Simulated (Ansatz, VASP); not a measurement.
# One calculation of Na2Ta3, two programs

```xyz
5
Lattice="4.8166 0.0000 0.0000 0.0000 4.8166 0.0000 0.0000 0.0000 4.8166" Properties=species:S:1:pos:R:3 pbc="T T T"
Na    0.0000    0.0000    0.0000
Na    2.4083    2.4083    2.4083
Ta    0.0000    2.4083    2.4083
Ta    2.4083    0.0000    2.4083
Ta    2.4083    2.4083    0.0000
```

Alike in both runs: functional PBE; k mesh 8 × 8 × 8; occupations gaussian, width 0.1 eV; no spin polarisation.

Ansatz relaxed the structure, and its values are those at the end. VASP's run is a single point on that final structure, the one shown.

|  | VASP | Ansatz |
| --- | --- | --- |
| version | VASP 6.6.1 | Ansatz 0.2.0 |
| potentials or method | VASP PAW PBE potentials, release 64 (Na_pv, Ta_pv) | scalar-relativistic, plane waves, PAW |
| plane-wave cutoff (eV) | 520 | 420 |
| valence electrons in the cell | 47 | 57 |

|  | VASP | Ansatz | Ansatz less VASP |
| --- | --- | --- | --- |
| gap on the k mesh at the Fermi level (eV) | none | none | - |
| pressure (GPa) | 0.1 | 0.0 | -0.14 |

A gap of «none» marks a metal or a gap that the smearing closes. The two sets of potentials don't hold the same shells in valence.

The runs have no spin-orbit coupling, so splittings on Ta are missing.
